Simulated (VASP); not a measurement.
```yaml
crystal:
  lattice:
    - [2.15000, -3.72391, 0.00000]
    - [2.15000, 3.72391, 0.00000]
    - [0.00000, 0.00000, 7.01000]
  atoms:
    - { symbol: Cd, position: [0.66667, 0.33333, 0.50000] }
    - { symbol: Cd, position: [0.33333, 0.66667, 0.00000] }
    - { symbol: Se, position: [0.66667, 0.33333, 0.87600] }
    - { symbol: Se, position: [0.33333, 0.66667, 0.37600] }
```

Method: PBE GGA, VASP's PBE PAW potentials (set 64) (plane waves; VASP). Settings: PREC = Normal, 500 eV cut-off, 6×6×4 Γ-centred mesh, Gaussian smearing of 0.010 eV, potentials Cd_sv_GW Se_GW.

Question: Estimate the energy per atom (σ→0), pressure, band gap (on the k-mesh) with the smallest direct gap where there is one.

Answer: 
```yaml
band gap (on the k-mesh): 0.66 eV
smallest direct gap (on the k-mesh): 0.66 eV
energy per atom (σ→0): -2.763 eV/atom
pressure: 1.85 GPa
```

Only differences to runs with the same potentials and settings are physical.

The compound is CdSe in the wurtzite structure. The cell was not relaxed at this level.
